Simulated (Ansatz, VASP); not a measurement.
**WSe2 in two plane-wave programs**

Aim: how closely do two programs agree when they are given the same cell, functional and k mesh? The cell is taken from a series of runs on this material, whose earlier steps may have relaxed, scaled, displaced or heated it; both programs get it as it stands.

Calculated with Ansatz 0.2.0; plane waves, with VASP 6.6.1 beside it; zone-centre phonons at LDA.

### 1. The structure

Symmetry: P6_3/mmc, No. 194, hexagonal system. The conventional cell has a = 3.256 Å, b = 3.256 Å, c = 12.968 Å, α = 90.00°, β = 90.00°, γ = 120.00°. Nearest to W lie 6 Se at 2.51 Å. Nearest to Se lie 3 W at 2.51 Å. Farther neighbours and most contacts between anions are not listed.

As a file:

```xyz
6
Lattice="3.2556 0.0000 0.0000 -1.6278 2.8195 0.0000 0.0000 0.0000 12.9678" Properties=species:S:1:pos:R:3 pbc="T T T"
W     0.0000    1.8796    3.2419
W     1.6278    0.9398    9.7258
Se    0.0000    1.8796    8.0601
Se    1.6278    0.9398    1.5763
Se    0.0000    1.8796   11.3915
Se    1.6278    0.9398    4.9076
```

### 2. VASP: zone-centre phonons, LDA

Second derivatives magnify differences that forces hide, and they need a tight electronic threshold.

Lines of VASP's logs that name or quote its potential files are left out, and so is its time.

File INCAR:

```
SYSTEM = WSe2
PREC = Accurate
ENCUT = 600
EDIFF = 1E-08
NELM = 120
ISMEAR = 0
SIGMA = 0.01
LREAL = .FALSE.
ALGO = Normal
GGA = CA
NBANDS = 24
LASPH = .TRUE.
LORBIT = 11
LWAVE = .FALSE.
LCHARG = .FALSE.
ISIF = 2
IBRION = 8
GGA_COMPAT = .FALSE.
EFERMI = MIDGAP
KPAR = 2
```

File POSCAR:

```
WSe2
1.0
    3.2556225540      0.0000000000      0.0000000000
   -1.6278112770      2.8194518369      0.0000000000
    0.0000000000      0.0000000000     12.9677683226
W Se
2 4
Direct
    0.3333333333      0.6666666667      0.2500000000
    0.6666666667      0.3333333333      0.7500000000
    0.3333333333      0.6666666667      0.6215524299
    0.6666666667      0.3333333333      0.1215524299
    0.3333333333      0.6666666667      0.8784475701
    0.6666666667      0.3333333333      0.3784475701
```

File KPOINTS:

```
Automatic mesh
0
Gamma
9 9 2
0 0 0
```

The projector-augmented-wave data sets are W and Se (LDA family, release 64).

Launch:

```console
$ mpirun -np 2 vasp_std
```

Numbers of over 12 decimals in the logs are rounded to 6 here.

The program printed:

```text
[banner, memory and clock lines left out]
running    2 mpi-ranks, on    1 nodes
 distrk:  each k-point on    1 cores,    2 groups
 distr:  one band on    1 cores,    1 groups

 POSCAR found type information on POSCAR W Se
 POSCAR found :  2 types and       6 ions
 LDA part: xc-table for (Slater(with rela. corr.)+CA(PZ))
 , standard interpolation
 POSCAR, INCAR and KPOINTS ok, starting setup
 FFT: planning ... GRIDC
 FFT: planning ... GRID_SOFT
 FFT: planning ... GRID
 WAVECAR not read
 entering main loop
       N       E                     dE             d eps       ncg     rms          rms(c)
DAV:   1     0.193923850562E+03    0.19392E+03   -0.17010E+04  1152   0.147E+03
DAV:   2    -0.350397664135E+02   -0.22896E+03   -0.22160E+03  1568   0.267E+02
DAV:   3    -0.503733143845E+02   -0.15334E+02   -0.15203E+02  1496   0.680E+01
DAV:   4    -0.506637281553E+02   -0.29041E+00   -0.28940E+00  1528   0.986E+00
DAV:   5    -0.506701404926E+02   -0.64123E-02   -0.64097E-02  1536   0.120E+00    0.324E+01
DAV:   6    -0.491065387631E+02    0.15636E+01   -0.70202E+00  1632   0.124E+01    0.130E+01
DAV:   7    -0.488527430049E+02    0.25380E+00   -0.39546E+00  1488   0.983E+00    0.726E+00
DAV:   8    -0.486616686127E+02    0.19107E+00   -0.60502E-01  1560   0.449E+00    0.886E-01
DAV:   9    -0.486604512103E+02    0.12174E-02   -0.61358E-02  1560   0.129E+00    0.275E-01
DAV:  10    -0.486592921175E+02    0.11591E-02   -0.61086E-03  1576   0.426E-01    0.187E-01
DAV:  11    -0.486592683258E+02    0.23792E-04   -0.87513E-04  1552   0.158E-01    0.637E-02
DAV:  12    -0.486591923663E+02    0.75959E-04   -0.31070E-04  1608   0.975E-02    0.256E-02
DAV:  13    -0.486591935309E+02   -0.11646E-05   -0.19617E-05  1480   0.248E-02    0.797E-03
DAV:  14    -0.486591933849E+02    0.14597E-06   -0.30455E-06  1632   0.822E-03    0.505E-03
DAV:  15    -0.486591932328E+02    0.15210E-06   -0.62960E-07  1664   0.447E-03    0.721E-04
DAV:  16    -0.486591932355E+02   -0.26296E-08   -0.37942E-08  1416   0.103E-03
   1 F= -.48659193E+02 E0= -.48659193E+02  d E =0.000000E+00
 Linear response reoptimize wavefunctions to high precision
DAV:   1    -0.486591932353E+02    0.13279E-09   -0.22307E-09  1072   0.291E-04
DAV:   2    -0.486591932354E+02   -0.48203E-10   -0.24907E-10   888   0.896E-05
 Linear response DOF=           4
 Linear response progress:
  Degree of freedom:   1/  4
       N       E                     dE             d eps       ncg     rms          rms(c)
RMM:   1    -0.116923368839E+00   -0.11692E+00   -0.98590E-02  6491   0.141E+00
RMM:   2    -0.112894720101E+00    0.40286E-02   -0.38303E-03  6314   0.262E-01    0.152E-01
RMM:   3    -0.112430685249E+00    0.46403E-03   -0.38199E-04  6553   0.757E-02    0.899E-02
RMM:   4    -0.112282962829E+00    0.14772E-03   -0.30786E-04  6384   0.826E-02    0.116E-02
RMM:   5    -0.112327647389E+00   -0.44685E-04   -0.94364E-06  7117   0.105E-02    0.340E-03
RMM:   6    -0.112342283892E+00   -0.14637E-04   -0.72244E-07  6950   0.301E-03    0.471E-04
RMM:   7    -0.112340977523E+00    0.13064E-05    0.93261E-07  7308   0.673E-04    0.212E-04
RMM:   8    -0.112340075115E+00    0.90241E-06    0.21625E-07  7462   0.255E-04    0.444E-05
RMM:   9    -0.112339918917E+00    0.15620E-06    0.14092E-07  7603   0.906E-05    0.196E-05
RMM:  10    -0.112339875724E+00    0.43194E-07    0.28769E-09  7663   0.555E-05    0.327E-06
RMM:  11    -0.112339899099E+00   -0.23375E-07    0.30483E-08  7553   0.426E-05    0.111E-06
RMM:  12    -0.112339903254E+00   -0.41557E-08    0.42179E-08  6584   0.382E-05    0.622E-07
 first order change of Fermi-energy  -0.12978E-03
 force on displaced ion       1 direction 1 : -19.418  -0.000   0.000
 Linear response progress:
  Degree of freedom:   2/  4
       N       E                     dE             d eps       ncg     rms          rms(c)
RMM:   1    -0.163580911928E+00   -0.16358E+00   -0.16059E-01  2315   0.158E+00
RMM:   2    -0.147642633959E+00    0.15938E-01   -0.76675E-03  1863   0.394E-01    0.153E-01
RMM:   3    -0.147060090658E+00    0.58254E-03   -0.71280E-04  1943   0.957E-02    0.878E-02
RMM:   4    -0.146972924660E+00    0.87166E-04   -0.27155E-04  1860   0.773E-02    0.286E-02
RMM:   5    -0.147075748775E+00   -0.10282E-03   -0.12105E-05  1997   0.209E-02    0.896E-03
RMM:   6    -0.147122812940E+00   -0.47064E-04   -0.90645E-06  2034   0.733E-03    0.160E-03
RMM:   7    -0.147125578180E+00   -0.27652E-05   -0.28904E-06  2114   0.184E-03    0.760E-04
RMM:   8    -0.147127407292E+00   -0.18291E-05   -0.64103E-07  2076   0.928E-04    0.411E-04
RMM:   9    -0.147126778362E+00    0.62893E-06   -0.87037E-07  2111   0.527E-04    0.558E-05
RMM:  10    -0.147127022231E+00   -0.24387E-06   -0.16016E-06  2207   0.129E-04    0.155E-05
RMM:  11    -0.147127006021E+00    0.16211E-07    0.66695E-08  2282   0.638E-05    0.796E-06
RMM:  12    -0.147126983267E+00    0.22754E-07    0.44194E-08  2289   0.501E-05    0.344E-06
RMM:  13    -0.147126988787E+00   -0.55203E-08   -0.18813E-08  2107   0.455E-05    0.120E-06
 first order change of Fermi-energy  -0.90627E-05
 force on displaced ion       1 direction 3 :   0.000  -0.000 -29.893
 Linear response progress:
  Degree of freedom:   3/  4
       N       E                     dE             d eps       ncg     rms          rms(c)
RMM:   1    -0.715658057524E-01   -0.71566E-01    0.42369E-02  8971   0.126E+00
RMM:   2    -0.705507357116E-01    0.10151E-02   -0.22804E-03  6517   0.238E-01    0.952E-02
RMM:   3    -0.706622979083E-01   -0.11156E-03   -0.16113E-04  7214   0.427E-02    0.576E-02
RMM:   4    -0.708169587239E-01   -0.15466E-03   -0.41329E-05  6908   0.290E-02    0.630E-03
RMM:   5    -0.707939990632E-01    0.22960E-04   -0.16109E-06  7429   0.566E-03    0.402E-03
RMM:   6    -0.707755392103E-01    0.18460E-04   -0.25805E-07  7018   0.268E-03    0.410E-04
RMM:   7    -0.707761567743E-01   -0.61756E-06   -0.63481E-07  7734   0.631E-04    0.123E-04
RMM:   8    -0.707765424372E-01   -0.38566E-06    0.38783E-07  7605   0.192E-04    0.419E-05
RMM:   9    -0.707765766091E-01   -0.34172E-07    0.27593E-07  7878   0.977E-05    0.140E-05
RMM:  10    -0.707765220733E-01    0.54536E-07    0.23610E-07  7704   0.698E-05    0.734E-06
RMM:  11    -0.707765076896E-01    0.14384E-07    0.48390E-08  7735   0.614E-05    0.122E-06
RMM:  12    -0.707765130049E-01   -0.53153E-08    0.10398E-07  7122   0.569E-05    0.518E-07
RMM:  13    -0.707765155152E-01   -0.25102E-08    0.91679E-08  5382   0.555E-05    0.206E-07
 first order change of Fermi-energy   0.15708E-04
 force on displaced ion       3 direction 1 :  -9.363  -0.001  -0.001
 Linear response progress:
  Degree of freedom:   4/  4
       N       E                     dE             d eps       ncg     rms          rms(c)
RMM:   1    -0.127018541182E+00   -0.12702E+00    0.66454E-02  2638   0.137E+00
RMM:   2    -0.123090777551E+00    0.39278E-02   -0.40166E-03  1939   0.312E-01    0.264E-01
RMM:   3    -0.122977221858E+00    0.11356E-03   -0.66078E-04  1975   0.947E-02    0.204E-01
RMM:   4    -0.122964026977E+00    0.13195E-04   -0.27287E-04  1984   0.538E-02    0.452E-02
RMM:   5    -0.122973839456E+00   -0.98125E-05   -0.76050E-05  1946   0.335E-02    0.815E-03
RMM:   6    -0.122975783826E+00   -0.19444E-05   -0.72723E-06  2101   0.879E-03    0.306E-03
RMM:   7    -0.122977963182E+00   -0.21794E-05   -0.17962E-06  2086   0.343E-03    0.108E-03
RMM:   8    -0.122979354845E+00   -0.13917E-05    0.14211E-06  2178   0.918E-04    0.463E-04
RMM:   9    -0.122980569339E+00   -0.12145E-05    0.33307E-07  2179   0.347E-04    0.162E-04
RMM:  10    -0.122981058401E+00   -0.48906E-06    0.61667E-08  2238   0.176E-04    0.528E-05
RMM:  11    -0.122981192509E+00   -0.13411E-06    0.40070E-07  2263   0.911E-05    0.180E-05
RMM:  12    -0.122981218226E+00   -0.25718E-07    0.11445E-08  2330   0.633E-05    0.654E-06
RMM:  13    -0.122981229310E+00   -0.11084E-07   -0.14864E-08  2291   0.538E-05    0.285E-06
RMM:  14    -0.122981231539E+00   -0.22289E-08   -0.27466E-08  2161   0.508E-05    0.654E-07
 first order change of Fermi-energy   0.64906E+00
 force on displaced ion       3 direction 3 :  -0.000   0.000 -16.837
 Linear response finished
```

From OUTCAR (step 2):

```text
ion  position               nearest neighbor table
   1  0.333  0.667  0.250-   4 2.51   6 2.51   4 2.51   6 2.51   4 2.51   6 2.51
   2  0.667  0.333  0.750-   3 2.51   5 2.51   3 2.51   5 2.51   3 2.51   5 2.51
   3  0.333  0.667  0.622-   2 2.51   2 2.51   2 2.51
   4  0.667  0.333  0.122-   1 2.51   1 2.51   1 2.51
   5  0.333  0.667  0.878-   2 2.51   2 2.51   2 2.51
   6  0.667  0.333  0.378-   1 2.51   1 2.51   1 2.51

  LATTYP: Found a hexagonal cell.
 ALAT       =     3.2556225540
 C/A-ratio  =     3.9831915732

 Subroutine GETGRP returns: Found 24 space group operations
 (whereof 12 operations were pure point group operations)

The static configuration has the point symmetry D_3d.
 The point group associated with its full space group is D_6h.

 Found     24 irreducible k-points:

   k-points           NKPTS =     24   k-points in BZ     NKDIM =     24   number of bands    NBANDS=     24

   dimension x,y,z NGX =    28 NGY =   28 NGZ =  108
   dimension x,y,z NGXF=    56 NGYF=   56 NGZF=  216

   ENCUT  =  600.0 eV  44.10 Ry    6.64 a.u.   6.50  6.50 25.90*2*pi/ulx,y,z

   NELECT =      36.0000    total number of electrons

 k-points in reciprocal lattice and weights: Automatic mesh
   0.00000000  0.00000000  0.00000000       0.006
   0.11111111 -0.00000000  0.00000000       0.037
   0.22222222 -0.00000000  0.00000000       0.037
   0.33333333 -0.00000000  0.00000000       0.037
   0.44444444 -0.00000000  0.00000000       0.037
   0.11111111  0.11111111  0.00000000       0.037
   0.22222222  0.11111111  0.00000000       0.074
   0.33333333  0.11111111  0.00000000       0.074
   0.44444444  0.11111111  0.00000000       0.037
[...]
0.33333333  0.22222222  0.50000000       0.074
   0.33333333  0.33333333  0.50000000       0.012

 average (electrostatic) potential at core
       1 -40.7075       2 -40.7075       3 -59.0747       4 -59.0747       5 -59.0747
       6 -59.0747

  Total       -0.3809032     -0.3809032     -0.2779934      0.0000000     -0.0000000      0.0000000
  in kB       -5.1269754     -5.1269754     -3.7418052      0.0000000     -0.0000000      0.0000000
  external PRESSURE =      -4.6652520 kB  Pullay stress =       0.0000000 kB

  energy-cutoff  :      600.00
  volume of cell :      119.03
      direct lattice vectors                 reciprocal lattice vectors
     3.255622554  0.000000000  0.000000000     0.307160914  0.177339437  0.000000000
    -1.627811277  2.819451837  0.000000000     0.000000000  0.354678873  0.000000000
     0.000000000  0.000000000 12.967768323     0.000000000  0.000000000  0.077114271

 POSITION                                       TOTAL-FORCE (eV/Angst)
[...]
1.62781      0.93982      9.72583         0.000000      0.000000      0.000000
     -0.00000      1.87963      8.06015        -0.000000      0.000000     -0.020793
      1.62781      0.93982      1.57626         0.000000      0.000000     -0.020793
     -0.00000      1.87963     11.39150        -0.000000     -0.000000      0.020793
      1.62781      0.93982      4.90762         0.000000      0.000000      0.020793
 -----------------------------------------------------------------------------------
    total drift:                               -0.000000      0.000000     -0.000000

 Eigenvectors and eigenvalues of the dynamical matrix
 ----------------------------------------------------

   1 f  =    9.306634 THz    58.475305 2PiTHz  310.435892 cm-1    38.489128 meV
             X         Y         Z           dx          dy          dz
     -0.000000  1.879635  3.241942    -0.000000   -0.000000   -0.477785
      1.627811  0.939817  9.725826     0.000000   -0.000000    0.477785
     -0.000000  1.879635  8.060148    -0.000000    0.000000   -0.368593
      1.627811  0.939817  1.576264     0.000000    0.000000    0.368593
     -0.000000  1.879635 11.391505    -0.000000    0.000000   -0.368593
      1.627811  0.939817  4.907620     0.000000    0.000000    0.368593

   2 f  =    9.236874 THz    58.036992 2PiTHz  308.108955 cm-1    38.200625 meV
             X         Y         Z           dx          dy          dz
     -0.000000  1.879635  3.241942     0.000000    0.000000    0.480678
      1.627811  0.939817  9.725826     0.000000   -0.000000    0.480678
     -0.000000  1.879635  8.060148    -0.000000    0.000000   -0.366707
      1.627811  0.939817  1.576264    -0.000000   -0.000000   -0.366707
     -0.000000  1.879635 11.391505    -0.000000    0.000000   -0.366707
      1.627811  0.939817  4.907620    -0.000000   -0.000000   -0.366707

   3 f  =    7.608160 THz    47.803478 2PiTHz  253.780895 cm-1    31.464807 meV
             X         Y         Z           dx          dy          dz
     -0.000000  1.879635  3.241942     0.000000    0.000000    0.000000
      1.627811  0.939817  9.725826     0.000000    0.000000    0.000000
     -0.000000  1.879635  8.060148    -0.000000   -0.000000   -0.500000
      1.627811  0.939817  1.576264    -0.000000   -0.000000   -0.500000
     -0.000000  1.879635 11.391505    -0.000000   -0.000000    0.500000
      1.627811  0.939817  4.907620    -0.000000   -0.000000    0.500000

   4 f  =    7.562064 THz    47.513852 2PiTHz  252.243316 cm-1    31.274171 meV
             X         Y         Z           dx          dy          dz
     -0.000000  1.879635  3.241942     0.000000    0.000000    0.000000
      1.627811  0.939817  9.725826    -0.000000   -0.000000   -0.000000
     -0.000000  1.879635  8.060148     0.000000    0.000000    0.500000
      1.627811  0.939817  1.576264    -0.000000   -0.000000   -0.500000
     -0.000000  1.879635 11.391505     0.000000    0.000000   -0.500000
      1.627811  0.939817  4.907620    -0.000000   -0.000000    0.500000

   5 f  =    7.463592 THz    46.895131 2PiTHz  248.958626 cm-1    30.866922 meV
             X         Y         Z           dx          dy          dz
     -0.000000  1.879635  3.241942    -0.000046    0.480655    0.000000
      1.627811  0.939817  9.725826    -0.000046    0.480655   -0.000000
     -0.000000  1.879635  8.060148     0.000035   -0.366723    0.000000
      1.627811  0.939817  1.576264     0.000035   -0.366723    0.000000
     -0.000000  1.879635 11.391505     0.000035   -0.366723   -0.000000
      1.627811  0.939817  4.907620     0.000035   -0.366723   -0.000000

   6 f  =    7.463592 THz    46.895131 2PiTHz  248.958626 cm-1    30.866922 meV
             X         Y         Z           dx          dy          dz
     -0.000000  1.879635  3.241942     0.480655    0.000046   -0.000000
      1.627811  0.939817  9.725826     0.480655    0.000046   -0.000000
     -0.000000  1.879635  8.060148    -0.366723   -0.000035    0.000000
      1.627811  0.939817  1.576264    -0.366723   -0.000035    0.000000
     -0.000000  1.879635 11.391505    -0.366723   -0.000035   -0.000000
      1.627811  0.939817  4.907620    -0.366723   -0.000035   -0.000000

   7 f  =    7.459513 THz    46.869500 2PiTHz  248.822560 cm-1    30.850052 meV
             X         Y         Z           dx          dy          dz
     -0.000000  1.879635  3.241942     0.000029   -0.479958    0.000000
      1.627811  0.939817  9.725826    -0.000029    0.479958   -0.000000
     -0.000000  1.879635  8.060148     0.000022   -0.367179    0.000000
      1.627811  0.939817  1.576264    -0.000022    0.367179   -0.000000
     -0.000000  1.879635 11.391505     0.000022   -0.367179   -0.000000
      1.627811  0.939817  4.907620    -0.000022    0.367179    0.000000

   8 f  =    7.459513 THz    46.869500 2PiTHz  248.822560 cm-1    30.850052 meV
             X         Y         Z           dx          dy          dz
     -0.000000  1.879635  3.241942     0.479958    0.000029   -0.000000
      1.627811  0.939817  9.725826    -0.479958   -0.000029    0.000000
     -0.000000  1.879635  8.060148     0.367179    0.000022   -0.000000
      1.627811  0.939817  1.576264    -0.367179   -0.000022    0.000000
     -0.000000  1.879635 11.391505     0.367179    0.000022    0.000000
      1.627811  0.939817  4.907620    -0.367179   -0.000022   -0.000000

   9 f  =    5.302786 THz    33.318388 2PiTHz  176.881905 cm-1    21.930551 meV
             X         Y         Z           dx          dy          dz
     -0.000000  1.879635  3.241942     0.000000   -0.000000   -0.000000
      1.627811  0.939817  9.725826    -0.000000    0.000000    0.000000
     -0.000000  1.879635  8.060148     0.000006   -0.500000    0.000000
      1.627811  0.939817  1.576264     0.000006   -0.500000   -0.000000
     -0.000000  1.879635 11.391505    -0.000006    0.500000    0.000000
      1.627811  0.939817  4.907620    -0.000006    0.500000   -0.000000

  10 f  =    5.302786 THz    33.318388 2PiTHz  176.881905 cm-1    21.930551 meV
             X         Y         Z           dx          dy          dz
     -0.000000  1.879635  3.241942     0.000000    0.000000    0.000000
      1.627811  0.939817  9.725826    -0.000000    0.000000    0.000000
     -0.000000  1.879635  8.060148    -0.500000   -0.000006   -0.000000
      1.627811  0.939817  1.576264    -0.500000   -0.000006   -0.000000
     -0.000000  1.879635 11.391505     0.500000    0.000006    0.000000
      1.627811  0.939817  4.907620     0.500000    0.000006    0.000000

  11 f  =    5.255463 THz    33.021046 2PiTHz  175.303364 cm-1    21.734837 meV
             X         Y         Z           dx          dy          dz
     -0.000000  1.879635  3.241942    -0.000000    0.000000    0.000000
      1.627811  0.939817  9.725826     0.000000    0.000000    0.000000
     -0.000000  1.879635  8.060148    -0.000023   -0.500000    0.000000
      1.627811  0.939817  1.576264     0.000023    0.500000    0.000000
     -0.000000  1.879635 11.391505     0.000023    0.500000    0.000000
      1.627811  0.939817  4.907620    -0.000023   -0.500000    0.000000

  12 f  =    5.255463 THz    33.021046 2PiTHz  175.303364 cm-1    21.734837 meV
             X         Y         Z           dx          dy          dz
     -0.000000  1.879635  3.241942     0.000000   -0.000000    0.000000
      1.627811  0.939817  9.725826     0.000000    0.000000   -0.000000
     -0.000000  1.879635  8.060148     0.500000   -0.000023    0.000000
      1.627811  0.939817  1.576264    -0.500000    0.000023   -0.000000
     -0.000000  1.879635 11.391505    -0.500000    0.000023   -0.000000
      1.627811  0.939817  4.907620     0.500000   -0.000023    0.000000

  13 f  =    0.965638 THz     6.067284 2PiTHz   32.210223 cm-1     3.993557 meV
             X         Y         Z           dx          dy          dz
     -0.000000  1.879635  3.241942     0.000000    0.000000    0.521269
      1.627811  0.939817  9.725826    -0.000000   -0.000000   -0.521269
     -0.000000  1.879635  8.060148    -0.000000   -0.000000   -0.337845
      1.627811  0.939817  1.576264     0.000000    0.000000    0.337845
     -0.000000  1.879635 11.391505    -0.000000   -0.000000   -0.337845
      1.627811  0.939817  4.907620     0.000000    0.000000    0.337845
    [... 43 further lines ...]
     -0.000000  1.879635 11.391505     0.000000    0.000000   -0.339891
      1.627811  0.939817  4.907620     0.000000    0.000000   -0.339891

 ELASTIC MODULI CONTR FROM IONIC RELAXATION (kBar)
 Direction    XX          YY          ZZ          XY          YZ          ZX
 --------------------------------------------------------------------------------
 XX        -474.3018   -297.4805   -989.8766      0.0000      0.0000      0.0000
 YY        -297.4805   -474.3018   -989.8766     -0.0000      0.0000     -0.0000
 ZZ        -989.8766   -989.8766  -2539.2020     -0.0000      0.0000      0.0000
 XY           0.0000     -0.0000     -0.0000    -88.4107      0.0000     -0.0000
 YZ           0.0000     -0.0000      0.0000      0.0000  -1257.1932     -0.0000
 ZX           0.0000     -0.0000      0.0000     -0.0000     -0.0000  -1103.1259
 --------------------------------------------------------------------------------
```

(Continued in part 2 of 2.)

[Lines on the potential files, build, host, timing and source positions are cut from VASP's logs without a mark.]

[Logs are printed without paths, hosts, clocks, repeated set-up lines and the standing remarks that a program may print on its own settings, such as how far it seeks lower states.]

[Hosts, paths, dates, database ids (printed as entryN), source tags and the programs' standing remarks are cut or masked in the printed files.]
